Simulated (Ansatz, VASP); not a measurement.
## Zn (Zinc) in two plane-wave programs

Wanted: the spread between two codes on one cell, functional and k mesh. The cell is taken from a series of runs on this material, whose earlier steps may have relaxed, scaled, displaced or heated it; both programs get it as it stands.

Calculated with Ansatz 0.2.0; plane waves, with VASP 6.6.1 beside it; relaxation of cell and atoms at PBE and zone-centre phonons at PBE.

### 1. The structure

Symmetry: P6_3/mmc, No. 194, hexagonal system. The conventional cell has a = 2.638 Å, b = 2.638 Å, c = 5.077 Å, α = 90.00°, β = 90.00°, γ = 120.00°. Nearest to Zn lie 6 Zn at 2.64 Å.

### 2. Ansatz: relaxation of cell and atoms, PBE

Ansatz runs on its PAW soft_1 files.

The relaxed volume is the usual yardstick between codes: in a stiff, nearly cubic crystal its relative difference is about their pressure difference at one cell divided by the bulk modulus.

File input.yaml:

```yaml
crystal:
  lattice:
    - [2.6381699951, 0.0, 0.0]
    - [-1.3190849975, 2.2847222353, 0.0]
    - [0.0, 0.0, 5.0774353963]
  atoms:
    - { symbol: Zn, position: [0.3333333333, 0.6666666667, 0.25] }
    - { symbol: Zn, position: [0.6666666667, 0.3333333333, 0.75] }
kpoints:
  mp_grid: { grid: [24, 24, 10] }
hamiltonian:
  xc: pbe
  pseudopotentials: { kind: paw, azcp: { folder: soft_1 } }
scf:
  occupations: { method: methfessel_paxton, width: 0.2 }
output:
  forces: true
  stress: true
  eigenvalues: true
relax:
  adjacent_minimum: "off"
  f_tol: 0.001
  max_steps: 60
  cell: { stress_tol: 0.01 }
```

The run is started by

```
$ ansatz run input.yaml --threads 8 --pin off --max-ram 15360MiB --backend cpu --events-out ev --progress --plain --runs-dir out
```

Numbers of over 12 decimals in the logs are rounded to 6 here.

What it wrote:

```text
Engine: ansatz 0.2.0, aarch64-unknown-linux-gnu
Pseudopotentials: kind: paw
Pseudopotential: Zn, paw, valence charge 12, recommended cutoff 420 eV (normal), soft_1/Zn.paw.azcp
Functional definition: PBE
  parameter kappa = 0.804
  parameter beta = 0.066725
  exchange = pbe_x(kappa = kappa, mu = beta*pi^2/3)
  correlation = pbe_c(beta = beta)
Crystal: 2 atoms, lattice volume = 30.604 Å³
Basis set: ecut = 420 eV, 623 PW (Γ), exchange–correlation on 36×36×72 points (8 copies of the dense FFT grid, shifted against one another)
Bands: 16, of which v1, the nominal top of the filled ones, is band 12 counted from 1 (11 counted from 0)
Symmetry: 24 space group operations
Space group: P63/mmc (ITA 194), of the structure as read, at distance tolerance 3.1e-5 Å
k-points: 366 of 5760
Non-local potential: Zn, projectors of the file, l = 0: 2, l = 1: 2, l = 2: 3, l = 3: 1
PAW form: soft (Blöchl's): semilocal exchange-correlation on the pseudo side does not see the compensation charge
PAW one-centre angular grid: Zn, 590 points (default); XC on 64 Gauss nodes
Initial density: superposition of atomic densities (chi_scale 0.1, normalization cell)
Initial wavefunctions: pseudopotential atomic-orbital guess
Functional: x = pbe(κ = 0.804, μ = 0.219515), c = pbe(β = 0.066725)
SCF iter   1: F=—  HF=-6638.276299 eV  |F-HF|=—  |Δ(HF+E_count)|=         —  Δρ=5.57e-2  dr2=7.59e-1  ethr=3.10e-3  ⟨swp⟩=5.7  Hψ=33958  notcnv=0
preconditioner: auto → none  [metal: Δε(μ)=0.011 eV  Ē_g=12.400 eV  σ=0.200 eV  W_gap=0.05  n_scr=4 (ndim 8)  ℏωp=32.9 eV  f_vac=0.000  D(μ)=0.28/eV (n_scr^D=2)  sad-step TF]
SCF iter   2: F=—  HF=-6638.099314 eV  |F-HF|=—  |Δ(HF+E_count)|=   1.77e-1  S|Δr|=    0.00e0  Δρ=2.23e-2  dr2=7.98e-2  ethr=3.10e-3  ⟨swp⟩=2.1  Hψ=14053  notcnv=0  defer=8
SCF iter   3: F=—  HF=-6638.066005 eV  |F-HF|=—  |Δ(HF+E_count)|=   3.33e-2  S|Δr|=    0.00e0  Δρ=1.00e-2  dr2=2.28e-2  ethr=3.32e-4  ⟨swp⟩=2.0  Hψ=12433  notcnv=0  defer=8
SCF iter   4: F=—  HF=-6638.066336 eV  |F-HF|=—  |Δ(HF+E_count)|=   3.31e-4  S|Δr|=    0.00e0  Δρ=4.94e-3  dr2=2.39e-3  ethr=9.48e-5  ⟨swp⟩=2.6  Hψ=10117  notcnv=0  defer=8
SCF iter   5: F=—  HF=-6638.067138 eV  |F-HF|=—  |Δ(HF+E_count)|=   8.02e-4  S|Δr|=    0.00e0  Δρ=8.82e-4  dr2=9.82e-5  ethr=9.95e-6  ⟨swp⟩=2.0  Hψ=9730  notcnv=0  defer=8
SCF iter   6: F=—  HF=-6638.067161 eV  |F-HF|=—  |Δ(HF+E_count)|=   2.33e-5  S|Δr|=    0.00e0  Δρ=1.28e-4  dr2=2.01e-6  ethr=4.09e-7  ⟨swp⟩=2.0  Hψ=10139  notcnv=0  defer=8
SCF iter   7: F=-6638.067161 eV  HF=-6638.067161 eV  |F-HF|=2.25e-9  |Δ(HF+E_count)|=   3.04e-7  S|Δr|=    0.00e0  Δρ=8.38e-6  dr2=8.86e-9  ethr=4.17e-10  ⟨swp⟩=4.7  Hψ=32740  notcnv=0
SCF 1 converged in 7 iterations: F = -6638.067161 eV  dr2 = 8.86e-9
  greatest PAW one-centre occupation: 0.981 electrons in one spin orbital (limit 2), on the Zn atom at site 1 (counted from 0), in its partial waves of l = 2
relax step   1: F+E_penalty+E_count = -6638.06716136 eV  Δ(F+E_penalty+E_count) = +0.000e0 eV  max|allowed force component| = 1.804e-16 eV/Å  Δτ_max = 0.0000 Å  P = +0.013 GPa  Ω = 30.604 Å³  (7 SCF iters, dr2 threshold 1.00e-7 eV, accepted)
[...]
relax step   2: F+E_penalty+E_count = -6638.06720899 eV  Δ(F+E_penalty+E_count) = -4.764e-5 eV  max|allowed force component| = 1.110e-16 eV/Å  Δτ_max = 0.0000 Å  P = +0.024 GPa  Ω = 30.584 Å³  energy of the carried Pulay correction = +1.489e-5 eV  (4 SCF iters, dr2 threshold 5.38e-8 eV, accepted)
[...]
relax step   3: F+E_penalty+E_count = -6638.06721456 eV  Δ(F+E_penalty+E_count) = -5.562e-6 eV  max|allowed force component| = 1.156e-16 eV/Å  Δτ_max = 0.0000 Å  P = -0.029 GPa  Ω = 30.589 Å³  energy of the carried Pulay correction = +8.495e-6 eV  (4 SCF iters, dr2 threshold 1.16e-8 eV, accepted)
[...]
relax step   4: F+E_penalty+E_count = -6638.06722986 eV  Δ(F+E_penalty+E_count) = -1.530e-5 eV  max|allowed force component| = 1.758e-16 eV/Å  Δτ_max = 0.0000 Å  P = +0.011 GPa  Ω = 30.572 Å³  energy of the carried Pulay correction = +2.293e-5 eV  (4 SCF iters, dr2 threshold 3.00e-9 eV, accepted)
[...]
relax step   5: F+E_penalty+E_count = -6638.06722555 eV  Δ(F+E_penalty+E_count) = +4.308e-6 eV  max|allowed force component| = 2.405e-16 eV/Å  Δτ_max = 0.0000 Å  P = +0.000 GPa  Ω = 30.577 Å³  energy of the carried Pulay correction = +1.842e-5 eV  (4 SCF iters, dr2 threshold 3.80e-10 eV, accepted)
[...]
relax step   6: F+E_penalty+E_count = -6638.06720578 eV  Δ(F+E_penalty+E_count) = +1.977e-5 eV  max|allowed force component| = 1.850e-16 eV/Å  Δτ_max = 0.0000 Å  P = -0.000 GPa  Ω = 30.577 Å³  stress off target by 1.06e-3 GPa  SCF on the basis re-selected at this cell (its energy is not comparable with the rows above)  (5 SCF iters)
basis re-selected at this cell: Δ(F+E_penalty+E_count) = +1.977e-5 eV, ΔP = -0.000 GPa vs the last step (what re-selecting the basis moved, of the pressure what is left beyond the Pulay correction that the steps carried, after the strain that the cell walked since its last selection, with what the two solves' SCF thresholds leave and, on support functions, any second-order correction that the steps lacked; it is no m [...]
SCF converged after 5 iterations
Stability not checked: this state was not tested for a lower state beside it, because cold or Methfessel-Paxton smearing, or corrected tetrahedra, fill the levels in a way that the test cannot read (fill_not_monotonic; see scf.lower_state_search)
Free energy (F): -6638.067206 eV
Harris-Foulkes:  -6638.067206 eV  (|F-HF|=0.00e0)
Internal energy: -6638.068098 eV  (E = F + TS)
E sigma→0 (E₀):  -6638.067429 eV
Entropy (-TS):   0.000892 eV (0.446 meV/atom)
Fermi energy:    10.824477 eV
--- Per-component energies (eV) ---
  E_band       = 94.217198
  E_kinetic    = 294.471966
  E_local      = -3532.142108  (includes V_loc(G=0)·N_el)
  E_nonlocal   = 1633.771507
  E_hartree    = 1317.235992
  E_xc         = -157.260602
  E_vxc        = -102.606548  (∫ρ·V_xc dr)
  E_paw        = -3791.566807  (= ΣΔE_a)
  E_vpaw       = -833.749089  (= ΣTr[D̂ρ^β])
  E_aug_tail   = -0.000558  (compensation charges beyond the density's cutoff)
  E_ewald      = -2402.577487
  E_smearing   = 0.000892  (= −TS)
  E_closure    = -0.000000  (closes the sum)
  Σ components = -6638.067206   (vs F -6638.067206, Δ=0.00e0)
--- Forces (eV/Å), atoms counted from 1 ---
  atom   1  Zn    -0.00000000     0.00000000     0.00000000
  atom   2  Zn     0.00000000    -0.00000000     0.00000000
  max |Σ_I F_I| component: 1.85e-17 eV/Å
--- Stress (GPa, compression-positive) ---
       -0.001026       0.000000       0.000000
        0.000000      -0.001026       0.000000
        0.000000       0.000000       0.001058
  P = ⅓ Tr σ = -0.0003 GPa (-0.003 kbar)
--- Band table (eV; the first three rows and the last of 366) ---
  k-point 0: bands = [... 8 lower, 3.6666, 3.8415, 3.8415, 7.1657, 7.5126, 23.3307, 27.0645, 28.8800]
  k-point 1: bands = [... 8 lower, 3.6723, 3.8382, 3.8382, 6.1735, 8.6321, 22.3103, 28.1481, 28.9371]
  k-point 2: bands = [... 8 lower, 3.6880, 3.8287, 3.8287, 5.1674, 10.0254, 20.4809, 29.1054, 29.1054]
  k-point 365: bands = [... 8 lower, 3.8167, 3.8167, 12.0242, 12.0242, 12.8067, 12.8067, 13.2226, 13.2226]
--- Relaxed structure (5 steps of the walk, 5 accepted, 1 SCFs on fresh bases) ---
  F+E_penalty+E_count = -6638.06720578 eV   max|allowed force component| = 1.850e-16 eV/Å   (the final SCF, on the basis selected at the relaxed cell)
  cell:  # Å, volume = 30.5772 Å³
    - [2.640122, -2.8888923513323045e-11, 0.0]
    - [-1.320061, 2.286413, 0.0]
    - [0.0, 0.0, 5.065465]
  atoms:
    - { symbol: Zn, position: [0.333333, 0.666667, 0.25] }
    - { symbol: Zn, position: [0.666667, 0.333333, 0.750000] }
```

### 3. VASP: relaxation of cell and atoms, PBE

The same cell, functional, mesh and smearing now go to VASP, with its own data sets.

Lines of VASP's logs that name or quote its potential files are left out, and so is its time.

File INCAR:

```
SYSTEM = Zn
PREC = Accurate
ENCUT = 500
EDIFF = 1E-07
NELM = 120
ISMEAR = 1
SIGMA = 0.2
LREAL = .FALSE.
ALGO = Normal
GGA = PE
NBANDS = 18
LORBIT = 11
LWAVE = .FALSE.
LCHARG = .FALSE.
ISIF = 3
IBRION = 2
NSW = 80
EDIFFG = -0.005
LASPH = .TRUE.
GGA_COMPAT = .FALSE.
NELMIN = 4
KPAR = 2
```

File POSCAR:

```
Zn
1.0
    2.6381700000      0.0000000000      0.0000000000
   -1.3190850000      2.2847220000      0.0000000000
    0.0000000000      0.0000000000      5.0774350000
Zn
2
Direct
    0.3333333333      0.6666666667      0.2500000492
    0.6666666667      0.3333333333      0.7500001477
```

File KPOINTS:

```
Automatic mesh
0
Gamma
24 24 10
0 0 0
```

PAW data sets: Zn (PBE family, release 64).

The run is started by

```
$ mpirun -np 2 vasp_std
```

What it wrote:

```text
[banner, memory and clock lines left out]
running    2 mpi-ranks, on    1 nodes
 distrk:  each k-point on    1 cores,    2 groups
 distr:  one band on    1 cores,    1 groups

 POSCAR found type information on POSCAR Zn
 POSCAR found :  1 types and       2 ions
 LDA part: xc-table for (Slater+PW92), standard interpolation
 POSCAR, INCAR and KPOINTS ok, starting setup
 FFT: planning ... GRIDC
 FFT: planning ... GRID_SOFT
 FFT: planning ... GRID
 WAVECAR not read
 entering main loop
       N       E                     dE             d eps       ncg     rms          rms(c)
DAV:   1     0.106658409008E+03    0.10666E+03   -0.12262E+04 13472   0.205E+03
DAV:   2     0.176675379491E+01   -0.10489E+03   -0.10214E+03 13240   0.293E+02
DAV:   3    -0.240622342362E+01   -0.41730E+01   -0.41600E+01 14832   0.672E+01
DAV:   4    -0.242823029259E+01   -0.22007E-01   -0.22001E-01 14460   0.498E+00
DAV:   5    -0.242826065258E+01   -0.30360E-04   -0.30360E-04 14268   0.165E-01    0.397E+00
DAV:   6    -0.223175615241E+01    0.19650E+00   -0.85209E-01 14220   0.196E+01    0.296E+00
DAV:   7    -0.222291064188E+01    0.88455E-02   -0.28064E-02 16768   0.288E+00    0.153E+00
DAV:   8    -0.221853131843E+01    0.43793E-02   -0.19949E-03 17268   0.693E-01    0.487E-02
DAV:   9    -0.221854548288E+01   -0.14164E-04   -0.27250E-04 17486   0.220E-01    0.347E-02
DAV:  10    -0.221854888686E+01   -0.34040E-05   -0.25865E-05 13696   0.638E-02    0.281E-03
DAV:  11    -0.221854874719E+01    0.13967E-06   -0.12698E-07 12082   0.341E-03    0.189E-03
DAV:  12    -0.221854840419E+01    0.34300E-06   -0.23715E-08  7436   0.312E-03    0.168E-04
DAV:  13    -0.221854840378E+01    0.41655E-09   -0.79657E-09  7094   0.849E-04
   1 F= -.22185484E+01 E0= -.22188757E+01  d E =-.221855E+01
[...]
2 F= -.22187513E+01 E0= -.22190559E+01  d E =-.202942E-03
[...]
3 F= -.22187523E+01 E0= -.22190582E+01  d E =-.203847E-03
[...]
4 F= -.22187521E+01 E0= -.22190576E+01  d E =-.203714E-03
[...]
5 F= -.22187741E+01 E0= -.22190680E+01  d E =-.220232E-04
[...]
6 F= -.22187860E+01 E0= -.22190517E+01  d E =-.339011E-04
 curvature:  -1.79 expect dE=-0.891E-05 dE for cont linesearch -0.491E-05
 ZBRENT: interpolating
 opt :   2.5953  next Energy=    -2.218789 (dE=-0.373E-04)
 bond charge predicted
       N       E                     dE             d eps       ncg     rms          rms(c)
DAV:   1    -0.221893343798E+01   -0.14735E-03   -0.22112E-03 15198   0.611E-01    0.815E-02
DAV:   2    -0.221882158879E+01    0.11185E-03   -0.31702E-04 15822   0.355E-01    0.371E-02
DAV:   3    -0.221879572730E+01    0.25861E-04   -0.13058E-05 14718   0.586E-02    0.184E-02
DAV:   4    -0.221878788186E+01    0.78454E-05   -0.82787E-06 17800   0.406E-02    0.236E-03
DAV:   5    -0.221878810416E+01   -0.22230E-06   -0.14574E-06 13788   0.149E-02    0.904E-04
DAV:   6    -0.221878808836E+01    0.15797E-07   -0.12290E-07  7264   0.625E-03
   7 F= -.22187881E+01 E0= -.22190627E+01  d E =-.359710E-04
 curvature:  -1.22 expect dE=-0.349E-06 dE for cont linesearch -0.109E-08
 trial: gam= 0.04365 g(F)=  0.111E-41 g(S)=  0.285E-06 ort =-0.163E-06 (trialstep = 0.131E+01)
 search vector abs. value=  0.327E-06
 reached required accuracy - stopping structural energy minimisation
```

From OUTCAR (step 3):

```text
ion  position               nearest neighbor table
   1  0.333  0.667  0.250-   2 2.96   2 2.96   2 2.96   2 2.96   2 2.96   2 2.96
   2  0.667  0.333  0.750-   1 2.96   1 2.96   1 2.96   1 2.96   1 2.96   1 2.96

  LATTYP: Found a hexagonal cell.
 ALAT       =     2.6381700000
 C/A-ratio  =     1.9246049345

 Subroutine GETGRP returns: Found 24 space group operations
 (whereof 12 operations were pure point group operations)

The static configuration has the point symmetry D_3d.
 The point group associated with its full space group is D_6h.

 Found    366 irreducible k-points:

   k-points           NKPTS =    366   k-points in BZ     NKDIM =    366   number of bands    NBANDS=     18

   dimension x,y,z NGX =    20 NGY =   20 NGZ =   40
   dimension x,y,z NGXF=    40 NGYF=   40 NGZF=   80

   ENCUT  =  500.0 eV  36.75 Ry    6.06 a.u.   4.81  4.81  9.26*2*pi/ulx,y,z

   NELECT =      24.0000    total number of electrons

 k-points in reciprocal lattice and weights: Automatic mesh
   0.00000000  0.00000000  0.00000000       0.000
   0.04166667  0.00000000  0.00000000       0.001
   0.08333333  0.00000000  0.00000000       0.001
   0.12500000 -0.00000000  0.00000000       0.001
   0.16666667  0.00000000  0.00000000       0.001
   0.20833333  0.00000000  0.00000000       0.001
   0.25000000 -0.00000000  0.00000000       0.001
   0.29166667 -0.00000000  0.00000000       0.001
   0.33333333  0.00000000  0.00000000       0.001
[...]
0.33333333  0.29166667  0.50000000       0.002
   0.33333333  0.33333333  0.50000000       0.000

 average (electrostatic) potential at core
       1 -36.9704       2 -36.9704

 E-fermi :   2.9629

 k-point     1 :       0.0000    0.0000    0.0000
  band No.  band energies     occupation
    ...
      9      -4.2239      2.00000
     10      -4.0493      2.00000
     11      -4.0493      2.00000
     12      -0.6725      2.00000
     13      -0.3481      2.00000
     14      15.5688      0.00000
     15      19.3529      0.00000
     16      21.0064      0.00000
     17      21.0064      0.00000
     18      22.5826      0.00000

 k-point     2 :       0.0417    0.0000    0.0000
  band No.  band energies     occupation
    ...
      9      -4.2286      2.00000
     10      -4.0804      2.00000
     11      -4.0490      2.00000
     12      -0.5886      2.00000
     13      -0.3216      2.00000
     14      15.6268      0.00000
     15      19.3082      0.00000
     16      19.9068      0.00000
     17      20.3956      0.00000
     18      21.7663      0.00000

 k-point     3 :       0.0833    0.0000    0.0000
  band No.  band energies     occupation
    ...
      9      -4.2418      2.00000
     10      -4.1591      2.00000
     11      -4.0485      2.00000
     12      -0.3465      2.00000
     13      -0.2397      2.00000
     14      15.7981      0.00000
     15      17.8469      0.00000
     16      19.3955      0.00000
     17      19.4121      0.00000
     18      21.1628      0.00000

  Total        0.0023598      0.0023598      0.0008169      0.0000000     -0.0000000      0.0000000
  in kB        0.1232141      0.1232141      0.0426537      0.0000000     -0.0000000      0.0000000
  external PRESSURE =       0.0963606 kB  Pullay stress =       0.0000000 kB

  energy-cutoff  :      500.00
  volume of cell :       30.69
      direct lattice vectors                 reciprocal lattice vectors
     2.644789274  0.000000000  0.000000000     0.378101957  0.218297290  0.000000000
    -1.322394637  2.290454457 -0.000000000    -0.000000000  0.436594579  0.000000000
     0.000000000  0.000000000  5.065467272    -0.000000000  0.000000000  0.197415154

 POSITION                                       TOTAL-FORCE (eV/Angst)
 -----------------------------------------------------------------------------------
     -0.00000      1.52697      1.26637         0.000000      0.000000      0.000000
      1.32239      0.76348      3.79910        -0.000000     -0.000000     -0.000000
 -----------------------------------------------------------------------------------
    total drift:                                0.000000     -0.000000     -0.000000

  FREE ENERGIE OF THE ION-ELECTRON SYSTEM (eV)
  ---------------------------------------------------
  free  energy   TOTEN  =        -2.2187880884 eV

  energy  without entropy=       -2.2196118484  energy(sigma->0) =       -2.21906268

 reached required accuracy - stopping structural energy minimisation

 total charge
# of ion       s       p       d       tot
------------------------------------------
    1        0.597   0.445   9.720  10.762
    2        0.597   0.445   9.720  10.762
--------------------------------------------------
tot          1.194   0.890  19.440  21.524

[... 3 further parts left out ...]
```

CONTCAR:

```
Zn
   1.00000000000000
     2.6447892736725951    0.0000000000000000    0.0000000000000000
    -1.3223946368362975    2.2904544573523244   -0.0000000000000000
     0.0000000000000000    0.0000000000000000    5.0654672724849092
  Zn
     2
Direct
     0.3333333332999970    0.6666666667000030    0.2500000491999970
     0.6666666667000030    0.3333333332999970    0.7500001476999998
```

### 4. Side by side

Known differences besides the potentials themselves: the cutoff is 420 eV in Ansatz and 500 eV in VASP; Ansatz adds a Pulay correction to the stress that steers its cell, VASP none. Total energies have different zeros and are not compared.

Compared:

```csv
quantity,Ansatz,VASP,difference
volume (Å³),30.58,30.69,-0.35 %
"edge a after relaxation, in the typed setting (Å)",2.640,2.645,-0.18 %
"edge c after relaxation, in the typed setting (Å)",5.066,5.066,+0.00 %
```

(Continued in part 2 of 2.)

[Lines on the potential files, build, host, timing and source positions are cut from VASP's logs without a mark.]

[Logs are printed without paths, hosts, clocks, repeated set-up lines and the standing remarks that a program may print on its own settings, such as how far it seeks lower states.]

[Hosts, paths, dates, database ids (printed as entryN), source tags and the programs' standing remarks are cut or masked in the printed files.]
